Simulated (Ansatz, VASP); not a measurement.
**GaSb: VASP beside Ansatz**

Aim: how closely do two programs agree when they are given the same cell, functional and k mesh? The cell is taken from a series of runs on this material, whose earlier steps may have relaxed, scaled, displaced or heated it; both programs get it as it stands.

Main program and level: Ansatz 0.2.0; plane waves, with VASP 6.6.1 beside it; zone-centre phonons at LDA.

## Step 1: The starting structure

It takes space group I-4m2 (No. 119, tetragonal). Conventional cell: a = 4.264 Å, b = 4.264 Å, c = 6.109 Å, α = 90.00°, β = 90.00°, γ = 90.00°. Ga has 4 Sb at 2.62 Å nearest. Nearest to Sb lie 4 Ga at 2.62 Å. Farther neighbours are not listed.

Coordinates:

```cif
data_structure
_symmetry_space_group_name_H-M 'I-4m2'
_symmetry_Int_Tables_number 119
_cell_length_a 4.2639
_cell_length_b 4.2639
_cell_length_c 6.1092
_cell_angle_alpha 90.000
_cell_angle_beta 90.000
_cell_angle_gamma 90.000
_cell_volume 111.07
loop_
_atom_site_label
_atom_site_type_symbol
_atom_site_symmetry_multiplicity
_atom_site_Wyckoff_symbol
_atom_site_fract_x
_atom_site_fract_y
_atom_site_fract_z
_atom_site_occupancy
Ga1 Ga 2 a 0.00000 0.00000 0.00000 1
Sb1 Sb 2 c 0.00000 0.50000 0.25000 1
```

## Step 2: Ansatz: zone-centre phonons, LDA

Ansatz runs on its PAW soft_1 files.

Second derivatives magnify differences that forces hide, and they need a tight electronic threshold.

The input, input.yaml:

```yaml
crystal:
  lattice:
    - [0.0, 3.0150398718, 3.0546097977]
    - [3.0150398718, 0.0, 3.0546097977]
    - [3.0150398718, 3.0150398718, 0.0]
  atoms:
    - { symbol: Ga, position: [0.0, 0.0, 0.0] }
    - { symbol: Sb, position: [0.75, 0.75, 0.75] }
kpoints:
  mp_grid: { grid: [12, 12, 12] }
hamiltonian:
  xc: lda
  pseudopotentials: { kind: paw, azcp: { folder: soft_1 }, xc_functional: pbe }
scf:
  occupations: { method: methfessel_paxton, width: 0.2 }
output:
  eigenvalues: true
phonons:
  method: dfpt
```

On the command line:

```bash
$ ansatz run input.yaml --threads 4 --pin off --max-ram 10240MiB --backend cpu --events-out ev --progress --plain --runs-dir out
```

Numbers of over 12 decimals in the logs are rounded to 6 here.

Output:

```text
zone centre: on kpoints.mp_grid the ground state, and the responses unless they are solved on pairs of k-points, stand on 280 of the mesh's 1728 k-points, reduced under 4 symmetry operations, with k and −k counted as one. Each operation leaves every solved displacement unchanged or reverses it
Engine: ansatz 0.2.0, x86_64-unknown-linux-gnu
Pseudopotentials: kind: paw
Pseudopotential: Ga, paw, valence charge 13, recommended cutoff 420 eV (normal), soft_1/Ga.paw.azcp
Pseudopotential: Sb, paw, valence charge 15, recommended cutoff 420 eV (normal), soft_1/Sb.paw.azcp
Functional definition: SPW92
  exchange = slater_x
  correlation = pw_c
Crystal: 2 atoms, lattice volume = 55.536 Å³
Basis set: ecut = 420 eV, 1075 PW (Γ), exchange–correlation on 60×60×60 points (8 copies of the dense FFT grid, shifted against one another)
Bands: 18, of which v1, the nominal top of the filled ones, is band 14 counted from 1 (13 counted from 0)
Symmetry: 8 space group operations
k-points: 280 of 1728 (irreducible under 4 space group operations, time reversal used)
Non-local potential: Ga, projectors of the file, l = 0: 2, l = 1: 2, l = 2: 3, l = 3: 1
Non-local potential: Sb, projectors of the file, l = 0: 2, l = 1: 2, l = 2: 2, l = 3: 1
PAW form: soft (Blöchl's): semilocal exchange-correlation on the pseudo side does not see the compensation charge
PAW frozen core: Ga, regenerated for the run's functional, and the local potential with it (the file was generated under x = pbe(κ = 0.804, μ = 0.219515), c = pbe(β = 0.066725))
PAW frozen core: Sb, regenerated for the run's functional, and the local potential with it (the file was generated under x = pbe(κ = 0.804, μ = 0.219515), c = pbe(β = 0.066725))
PAW one-centre angular grid: Ga, 590 points (default); XC on 64 Gauss nodes
PAW one-centre angular grid: Sb, 590 points (default); XC on 64 Gauss nodes
Initial density: superposition of atomic densities (chi_scale 0.1, normalization cell, long waves kept (reshape's long-wave potential 0.00 eV rms))
Initial wavefunctions: pseudopotential atomic-orbital guess
Functional: x = slater, c = lda
SCF iter   1: F=—  HF=-10043.249973 eV  |F-HF|=—  |Δ(HF+E_count)|=         —  Δρ=3.14e-2  dr2=4.53e-1  ethr=3.10e-3  ⟨swp⟩=5.5  Hψ=25816  notcnv=0
preconditioner: auto → none  [insulator: Δε(μ)=0.362 eV  Ē_g=14.944 eV  σ=0.200 eV  W_gap=0.59  n_scr=14 (ndim 8)  ℏωp=21.1 eV  f_vac=0.004  D(μ)=0.04/eV (n_scr^D=0)  ε∞_Penn≈3.0]
SCF iter   2: F=—  HF=-10043.134340 eV  |F-HF|=—  |Δ(HF+E_count)|=   1.16e-1  S|Δr|=    0.00e0  Δρ=1.39e-2  dr2=6.86e-2  ethr=1.62e-3  ⟨swp⟩=2.0  Hψ=8394  notcnv=0
SCF iter   3: F=—  HF=-10043.126204 eV  |F-HF|=—  |Δ(HF+E_count)|=   8.14e-3  S|Δr|=    0.00e0  Δρ=5.01e-3  dr2=1.27e-2  ethr=2.45e-4  ⟨swp⟩=2.0  Hψ=8605  notcnv=0
SCF iter   4: F=—  HF=-10043.120842 eV  |F-HF|=—  |Δ(HF+E_count)|=   5.36e-3  S|Δr|=    0.00e0  Δρ=9.23e-4  dr2=2.64e-4  ethr=4.53e-5  ⟨swp⟩=2.0  Hψ=7561  notcnv=0
SCF iter   5: F=—  HF=-10043.120767 eV  |F-HF|=—  |Δ(HF+E_count)|=   7.52e-5  S|Δr|=    0.00e0  Δρ=4.39e-4  dr2=3.44e-5  ethr=9.44e-7  ⟨swp⟩=2.0  Hψ=7561  notcnv=0
SCF iter   6: F=—  HF=-10043.120764 eV  |F-HF|=—  |Δ(HF+E_count)|=   2.95e-6  S|Δr|=    0.00e0  Δρ=2.07e-5  dr2=1.77e-7  ethr=1.23e-7  ⟨swp⟩=2.0  Hψ=7888  notcnv=0
SCF iter   7: F=—  HF=-10043.120763 eV  |F-HF|=—  |Δ(HF+E_count)|=   1.77e-7  S|Δr|=    0.00e0  Δρ=4.69e-6  dr2=7.49e-9  ethr=6.33e-10  ⟨swp⟩=2.0  Hψ=8965  notcnv=0
SCF iter   8: F=—  HF=-10043.120763 eV  |F-HF|=—  |Δ(HF+E_count)|=   1.52e-9  S|Δr|=    0.00e0  Δρ=9.18e-7  dr2=2.93e-10  ethr=2.67e-11  ⟨swp⟩=2.1  Hψ=7428  notcnv=0
SCF iter   9: F=-10043.120763 eV  HF=-10043.120763 eV  |F-HF|=7.28e-12  |Δ(HF+E_count)|=  1.40e-10  S|Δr|=    0.00e0  Δρ=1.57e-7  dr2=5.69e-12  ethr=1.00e-12  ⟨swp⟩=5.0  Hψ=27979  notcnv=0
SCF 1 converged in 9 iterations: F = -10043.120763 eV  dr2 = 5.69e-12
  greatest PAW one-centre occupation: 0.996 electrons in one spin orbital (limit 2), on the Sb atom at site 1 (counted from 0), in its partial waves of l = 2
DFPT response loops at Γ: preconditioner auto → Kerker (q_TF=auto, 2.434 Å⁻¹) (partly filled bands, converged f_vac=0.073); β = 1.00, the filter's whole step (`scf.mixing.beta` (0.50) is not read by the response loops under this deck's `scf.mixing.preconditioner`; to damp them name `kerker` or `kerker_dos`, under which they read `scf.mixing.beta`, and type it under 1.00, their step now; both keys bind the ground state too); Broyden in place of MSR1
SCF converged after 9 iterations
Stability not checked: this state was not tested for a lower state beside it, because cold or Methfessel-Paxton smearing, or corrected tetrahedra, fill the levels in a way that the test cannot read (fill_not_monotonic; see scf.lower_state_search)
Free energy (F): -10043.120763 eV
Harris-Foulkes:  -10043.120763 eV  (|F-HF|=7.28e-12)
Internal energy: -10043.121184 eV  (E = F + TS)
E sigma→0 (E₀):  -10043.120869 eV
Entropy (-TS):   0.000421 eV (0.211 meV/atom)
Fermi energy:    7.958089 eV
Step filling:    the computed levels leave a gap of 0.0154 eV = 0.1 smearing widths at the electron count; against every level under it full and every level over it empty, smearing changes F+E_penalty+E_count by +0.138 meV and its σ→0 estimate by +0.033 meV
--- Per-component energies (eV) ---
  E_band       = -257.898395
  E_kinetic    = 277.695367
  E_local      = -3347.392695  (includes V_loc(G=0)·N_el)
  E_nonlocal   = 302.969899
  E_hartree    = 1713.718301
  E_xc         = -161.518794
  E_vxc        = -147.611029  (∫ρ·V_xc dr)
  E_paw        = -6311.507869  (= ΣΔE_a)
  E_vpaw       = -770.996327  (= ΣTr[D̂ρ^β])
  E_aug_tail   = -0.000107  (compensation charges beyond the density's cutoff)
  E_ewald      = -2519.372578
  E_core_change = 2.287292  (= ΣΔE_core)
  E_smearing   = 0.000421  (= −TS)
  E_closure    = -0.000000  (closes the sum)
  Σ components = -10043.120763   (vs F -10043.120763, Δ=0.00e0)
--- Band table (eV; the first three rows and the last of 280) ---
  k-point 0: bands = [... 10 lower, -3.8486, 7.8481, 7.9268, 7.9268, 7.9422, 10.6574, 10.6574, 10.6962]
  k-point 1: bands = [... 10 lower, -3.7746, 6.5640, 7.7428, 7.7993, 8.8081, 10.8346, 10.8462, 10.9427]
  k-point 2: bands = [... 10 lower, -3.5569, 5.1285, 7.4461, 7.5136, 8.8930, 11.2245, 11.2331, 11.8668]
  k-point 279: bands = [... 10 lower, -1.3344, 0.8808, 5.2803, 5.2803, 8.7817, 9.0756, 16.7292, 16.7292]
--- Phonons (Γ-DFPT): 4 representative perturbations + reference, on 280 of 1728 k-points (Σ response iterations 12) ---
  k mesh reduced under 4 symmetry operations, with k and −k counted as one. Each operation leaves every solved displacement unchanged or reverses it
  ASR residual: 2.589e-4 → 0.000e0 eV/Å²; symmetrization residual: 1.246e-6 eV/Å²
  ASR residual per site (eV/Å²): 2.59e-4 5.43e-5
  Γ frequencies (cm⁻¹): 0.00 0.00 0.00 222.47 223.04 223.04
  non-analytic LO–TO correction: not included (Born effective charges unavailable; polar crystals: no LO–TO splitting at Γ)
```

Reading the cycles: dr2 is the Hartree energy of the density residual (eV), the measure of convergence; HF is the Harris–Foulkes estimate of the energy, which meets the free energy F at convergence.

(Part 1 of 2 ends here.)

[Lines on the potential files, build, host, timing and source positions are cut from VASP's logs without a mark.]

[Logs are printed without paths, hosts, clocks, repeated set-up lines and the standing remarks that a program may print on its own settings, such as how far it seeks lower states.]

[Hosts, paths, dates, database ids (printed as entryN), source tags and the programs' standing remarks are cut or masked in the printed files.]
